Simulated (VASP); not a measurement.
A convergence study with VASP on BAs (zinc blende): one setting is varied, all else stays as given below, so the limit is that of these other settings. Each run relaxes cell and ions from the cell shown.

```xyz
2
Lattice="0.0000 2.3900 2.3900 2.3900 0.0000 2.3900 2.3900 2.3900 0.0000" Properties=species:S:1:pos:R:3 pbc="T T T"
B      0.0000     0.0000     0.0000
As     1.1950     1.1950     1.1950
```

The numbers are results of PBE GGA, VASP's PBE PAW potentials (set 64) (plane waves; VASP), not measurements. The tightest run used: 700 eV cut-off, 14×14×14 Γ-centred mesh, Gaussian smearing of 0.050 eV, potentials B As.

Gaps are read on the run's mesh, which can miss a band edge.

Question: The settings run are 2×2×2 mesh; 3×3×3 mesh; 4×4×4 mesh; 5×5×5 mesh; 6×6×6 mesh; 7×7×7 mesh; 9×9×9 mesh; 10×10×10 mesh; 11×11×11 mesh; 12×12×12 mesh; 13×13×13 mesh; 14×14×14 mesh. From which on does the relaxed volume stay within 0.1 Å³/atom of the tightest run?

Answer: From 4×4×4 mesh on: it is off by 0.058 there and by no more than 0.1 in any finer run, while 3×3×3 mesh is off by 0.235.
```tsv
setting	relaxed volume (Å³/atom)	E (eV/atom)	gap on the mesh (eV)	irreducible k-points	difference judged (Å³/atom)
2×2×2 mesh	15.213	-4.3251	1.444	3	1.246
3×3×3 mesh	14.202	-5.3944	1.275	4	0.235
4×4×4 mesh	14.025	-5.6196	1.448	8	0.058
5×5×5 mesh	13.981	-5.6799	1.197	10	0.014
6×6×6 mesh	13.969	-5.6983	1.294	16	0.003
7×7×7 mesh	13.967	-5.7043	1.223	20	0.000
9×9×9 mesh	13.966	-5.7073	1.253	35	0.000
10×10×10 mesh	13.966	-5.7076	1.201	47	0.000
11×11×11 mesh	13.966	-5.7077	1.228	56	0.000
12×12×12 mesh	13.966	-5.7077	1.210	72	0.000
13×13×13 mesh	13.967	-5.7078	1.205	84	0.000
14×14×14 mesh	13.967	-5.7078	1.224	104	0.000
```

Left out are rungs that failed or repeat a setting and relaxations that didn't move; long series are thinned to 24 rows.

The compound is BAs in the zinc blende structure.
